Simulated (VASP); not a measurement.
Computed with PBE GGA, VASP's PBE PAW potentials (set 64) (plane waves; VASP).

VASP ran on this input.

INCAR:
```
# general
SYSTEM   =  PdIn
PREC     =  Accurate
ENCUT    =  300
LREAL    =  F
LASPH    =  T

# electronic loop
EDIFF    =  1E-6
NELM     =  100
ALGO     =  Normal
LMAXMIX  =  4

# smearing
ISMEAR   =  -1
SIGMA    =  0.136

# functional
GGA      =  PE

# ions
ISIF     =  2

# output
LWAVE    =  F
LCHARG   =  F
```

KPOINTS:
```
Automatic
0
G
3 3 3
0 0 0
```

POSCAR:
```
PdIn
1
    3.2815250000     0.0000000000     0.0000000000
    0.0000000000     3.2815250000     0.0000000000
    0.0000000000     0.0000000000     3.2815250000
In Pd
1 1
Direct
  0.5000000000   0.5000000000   0.5000000000
  0.0000000000   0.0000000000   0.0000000000
```

POTCAR, in this order: In_d Pd (PBE.64 set). Program: vasp_std.

The resulting files:

File OSZICAR:
```
       N       E                     dE             d eps       ncg     rms          rms(c)
DAV:   1     0.115891635339E+03    0.11589E+03   -0.82438E+03   135   0.134E+03
DAV:   2    -0.382058003204E+01   -0.11971E+03   -0.11478E+03   120   0.308E+02
DAV:   3    -0.878567600844E+01   -0.49651E+01   -0.49488E+01   176   0.738E+01
DAV:   4    -0.885509856948E+01   -0.69423E-01   -0.69416E-01   128   0.805E+00
DAV:   5    -0.885925401844E+01   -0.41554E-02   -0.41554E-02   178   0.177E+00    0.636E+00
DAV:   6    -0.867634177410E+01    0.18291E+00   -0.63340E-01   120   0.101E+01    0.295E+00
DAV:   7    -0.864028699336E+01    0.36055E-01   -0.96037E-02   157   0.524E+00    0.160E+00
DAV:   8    -0.862946371443E+01    0.10823E-01   -0.28450E-02   141   0.189E+00    0.386E-01
DAV:   9    -0.862865289428E+01    0.81082E-03   -0.20136E-03   141   0.799E-01    0.543E-02
DAV:  10    -0.862865420113E+01   -0.13068E-05   -0.54667E-05   162   0.113E-01    0.195E-02
DAV:  11    -0.862865487932E+01   -0.67820E-06   -0.41497E-06   134   0.208E-02
   1 F= -.86286549E+01 E0= -.85867010E+01  d E =-.839077E-01
```

### OUTCAR
```
------------------------ aborting loop because EDIFF is reached ----------------------------------------
  FORCE on cell =-STRESS in cart. coord.  units (eV):
  Direction    XX          YY          ZZ          XY          YZ          ZX
  --------------------------------------------------------------------------------------
  Total        0.3087224      0.3087224      0.3087224     -0.0000000      0.0000000     -0.0000000
  in kB       13.9975353     13.9975353     13.9975353     -0.0000000      0.0000000     -0.0000000
  external PRESSURE =      13.9975353 kB  Pullay stress =       0.0000000 kB
  volume of cell :       35.34
      direct lattice vectors                 reciprocal lattice vectors
     3.281525000  0.000000000  0.000000000     0.304736365  0.000000000  0.000000000
     0.000000000  3.281525000  0.000000000     0.000000000  0.304736365  0.000000000
     0.000000000  0.000000000  3.281525000     0.000000000  0.000000000  0.304736365
 POSITION                                       TOTAL-FORCE (eV/Angst)
 -----------------------------------------------------------------------------------
      1.64076      1.64076      1.64076         0.000000      0.000000      0.000000
      0.00000      0.00000      0.00000         0.000000      0.000000      0.000000
 -----------------------------------------------------------------------------------
    total drift:                               -0.000000      0.000000      0.000000
  FREE ENERGIE OF THE ION-ELECTRON SYSTEM (eV)
  ---------------------------------------------------
  free  energy   TOTEN  =        -8.6286548793 eV

  energy  without entropy=       -8.5447471712  energy(sigma->0) =       -8.58670103
```
(Selected blocks of OUTCAR.)

At this cut-off the stress carries a Pulay error, which pulls relaxed volumes low.

The structure is a typed PdIn crystal. The cell was not relaxed at this level. The k-mesh is coarse (spacing up to 0.64 per Å, 2π included), so the numbers may not be converged in it. The run is one of a series of settings (KPOINTS 3×3×3 Γ-centred mesh against the base run), some of them coarse on purpose. The electron count is odd and the run is not spin-polarised, which forces a metal.
